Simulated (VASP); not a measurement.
Given:

```
CELL_PARAMETERS angstrom
     -2.20667     2.20667     1.17453
      2.20667    -2.20667     1.17453
      2.20667     2.20667    -1.17453
ATOMIC_POSITIONS crystal
  Co 0.75000 0.25000 0.50000
  Co 0.00000 0.00000 0.00000
```
Starting moments (μB, in the order of the record's atoms Co Co): 1.7 1.7.

The numbers are results of PBEsol GGA, VASP's PBE PAW potentials (set 64) (plane waves; VASP 6.6.1), not measurements. Settings: 400 eV cut-off, Gaussian smearing of 0.050 eV, potentials Co.

Give the spin-up energies of bands 1 to 14 at the high-symmetry points, in eV from the Fermi level.

```csv
band,Γ,X,M,Z,P,N
1,-8.93,-5.62,-4.96,-4.46,-4.66,-5.01
2,-5.39,-5.62,-4.96,-4.46,-4.66,-4.87
3,-4.28,-3.88,-3.60,-3.88,-4.38,-4.03
4,-4.03,-3.88,-3.60,-3.39,-4.38,-3.58
5,-3.63,-3.07,-2.13,-2.81,-2.56,-2.70
6,-1.68,-3.07,-2.13,-2.56,-2.56,-2.58
7,-1.68,-1.94,-1.57,-2.34,-1.40,-1.72
8,-1.64,-1.94,-1.57,-2.34,-1.40,-1.65
9,-1.64,-1.26,-1.51,-1.52,-0.80,-0.96
10,-0.91,-1.26,-1.51,-1.05,-0.80,-0.84
11,-0.04,-1.05,-1.38,4.53,3.17,1.19
12,5.86,-1.05,-1.38,4.53,3.17,4.62
13,5.86,12.04,4.41,4.82,5.74,7.83
14,12.12,12.04,4.41,5.08,5.74,8.27
```

Give the spin-down energies of bands 1 to 14 at the high-symmetry points, in eV from the Fermi level.

```tsv
band	Γ	X	M	Z	P	N
1	-8.77	-5.21	-4.07	-3.22	-3.36	-3.91
2	-4.04	-5.21	-4.07	-3.22	-3.36	-3.51
3	-2.93	-2.48	-2.14	-2.65	-3.08	-2.66
4	-2.68	-2.48	-2.14	-2.20	-3.08	-2.23
5	-2.15	-1.66	-1.31	-1.43	-0.97	-0.85
6	0.26	-1.66	-1.31	-0.90	-0.97	-0.80
7	0.26	-0.16	-0.11	-0.53	0.40	-0.79
8	0.30	-0.16	-0.11	-0.53	0.40	0.38
9	0.30	0.68	0.42	0.57	0.97	0.78
10	1.27	0.68	0.42	0.62	0.97	0.83
11	1.69	0.86	0.46	5.32	3.94	2.41
12	6.08	0.86	0.46	5.32	3.94	5.66
13	6.08	12.57	5.56	5.72	6.56	8.24
14	12.90	12.57	5.56	5.76	6.56	8.72
```

It has no gap at this level: it comes out as a metal or semimetal.

The structure was generated: Co was put into the beta-Sn type (I4_1/amd), which need not be its known phase. It was relaxed first.
